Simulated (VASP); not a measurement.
OSZICAR of a VASP run on Ta2C (space group P-3m1):

OSZICAR:
```
       N       E                     dE             d eps       ncg     rms          rms(c)
DAV:   1     0.166883480116E+03    0.16688E+03   -0.13309E+04  3808   0.132E+03
DAV:   2    -0.348323438821E+02   -0.20172E+03   -0.19954E+03  4573   0.373E+02
DAV:   3    -0.405593538642E+02   -0.57270E+01   -0.56510E+01  5204   0.583E+01
DAV:   4    -0.406073523932E+02   -0.47999E-01   -0.47779E-01  4762   0.534E+00
DAV:   5    -0.406078941613E+02   -0.54177E-03   -0.54112E-03  5335   0.480E-01    0.282E+01
DAV:   6    -0.369734226791E+02    0.36345E+01   -0.23024E+01  4398   0.275E+01    0.121E+01
DAV:   7    -0.367522031318E+02    0.22122E+00   -0.15041E+00  4553   0.815E+00    0.559E+00
DAV:   8    -0.367096715359E+02    0.42532E-01   -0.16887E-01  4887   0.317E+00    0.543E-01
DAV:   9    -0.367060781204E+02    0.35934E-02   -0.25083E-02  5065   0.970E-01    0.178E-01
DAV:  10    -0.367057650829E+02    0.31304E-03   -0.48847E-03  4892   0.542E-01    0.733E-02
DAV:  11    -0.367056685653E+02    0.96518E-04   -0.72380E-04  4543   0.158E-01    0.259E-02
DAV:  12    -0.367056698194E+02   -0.12541E-05   -0.29666E-05  5008   0.445E-02    0.498E-03
DAV:  13    -0.367056693716E+02    0.44781E-06   -0.23899E-06  4035   0.121E-02
   1 F= -.36705669E+02 E0= -.36698603E+02  d E =-.141332E-01
```

### Question
Which electronic solver shows in the log?

### Answer
It is blocked Davidson (ALGO = Normal, or the opening steps of other solvers). The INCAR had ALGO = Normal.

### Question
Can the final energy be trusted as converged?

### Answer
Self-consistency was reached. It stopped with EDIFF = 1E-6, NELM = 100 (PBEsol GGA, plane waves, VASP's PBE PAW potentials (set 64)).

The structure comes from a computed database's Ta2C entry (P-3m1); how it stands against other phases isn't given here. The cell was not relaxed at this level. The run is one of a series of settings (GGA = PS, POTCAR Ta_pv C (PBE.64 set) against the base run), some of them coarse on purpose.
